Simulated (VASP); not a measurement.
Input for VASP

### INCAR
```
# general
SYSTEM =Ge2Pd
PREC   =Accurate
ENCUT  =400
LREAL  =.FALSE.
LASPH  =.TRUE.

# electronic loop
EDIFF  =1E-6
NELM   =100
ALGO   =Normal
LMAXMIX=4
LMIXTAU=.TRUE.

# smearing
ISMEAR =1
SIGMA  =0.1

# functional
METAGGA=R2SCAN

# ions
IBRION =2
NSW    =60
ISIF   =3
EDIFFG =-0.02

# output
LWAVE  =.FALSE.
LCHARG =.FALSE.
```

File KPOINTS:
```
Automatic
0
gamma
 8 8 8
0 0 0
```

File POSCAR:
```
Ge2Pd
1
    0.0000000000     2.9917429450     2.9917429450
    2.9917429450     0.0000000000     2.9917429450
    2.9917429450     2.9917429450    -0.0000000000
Pd Ge
1 2
Direct
  0.0000000000   0.0000000000   0.0000000000
  0.2500000000   0.2500000000   0.2500000000
  0.7500000000   0.7500000000   0.7500000000
```

POTCAR, in this order: Pd Ge_d (PBE.64 set). Program: vasp_std.

Write an equivalent input for Ansatz.

One equivalent input (not run):
Ansatz 0.2 input:
```yaml
crystal:
  lattice:
    - [0.0000000, 2.9917429, 2.9917429]
    - [2.9917429, 0.0000000, 2.9917429]
    - [2.9917429, 2.9917429, 0.0000000]
  atoms:
    - { symbol: Pd, position: [0.0000000, 0.0000000, 0.0000000] }
    - { symbol: Ge, position: [0.2500000, 0.2500000, 0.2500000] }
    - { symbol: Ge, position: [0.7500000, 0.7500000, 0.7500000] }
kpoints:
  mp_grid: { grid: [8, 8, 8] }
hamiltonian:
  xc: r2scan
  pseudopotentials: { kind: paw }
scf:
  occupations: { method: methfessel_paxton, width: 0.1 }
  max_iter: 100
relax:
  max_steps: 60
  f_tol: 0.02
  cell: {}
output: { forces: true, stress: true, eigenvalues: true }
```
Limits of the translation: each code has its own PAW files, so the cut-off isn't converted (ENCUT is set for VASP's; basis.ecutwfc is left out, and Ansatz then takes the one that its files recommend); Ansatz stops its SCF on the density residual and VASP on the energy change (EDIFF).

The structure was generated: Ge2Pd was put into the fluorite type (Fm-3m), which need not be its known phase. This run relaxes it. Symmetry was kept, so distortions that lower it aren't found. The start is the result of an earlier pass.
